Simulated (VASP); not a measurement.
Given:

```yaml
crystal:
  lattice:
    - [0.00000, 3.09649, 3.09649]
    - [3.09649, 0.00000, 3.09649]
    - [3.09649, 3.09649, 0.00000]
  atoms:
    - { symbol: Pb, position: [0.00000, 0.00000, 0.00000] }
    - { symbol: Se, position: [0.50000, 0.50000, 0.50000] }
```

Level of theory: TPSS meta-GGA, VASP's PBE PAW potentials (set 64) (plane waves; VASP). Numerical set-up: 520 eV cut-off, 8×8×8 Γ-centred mesh, tetrahedra with Blöchl corrections, potentials Pb_d Se.

Unless said otherwise, spin-orbit coupling is left out, though it shifts the bands of the heavy elements here.

**Question.** What does the run give for the energy per atom (σ→0), band gap (over mesh and band path) with the smallest direct gap where there is one?

**Answer.** 
```yaml
band gap (over mesh and band path): 0.44 eV
smallest direct gap (over mesh and band path): 0.44 eV
energy per atom (σ→0): -7.921 eV/atom
```

The absolute energy has meaning only against runs of the same code, potentials and settings.

The compound is PbSe in the rock salt structure. It was relaxed first.
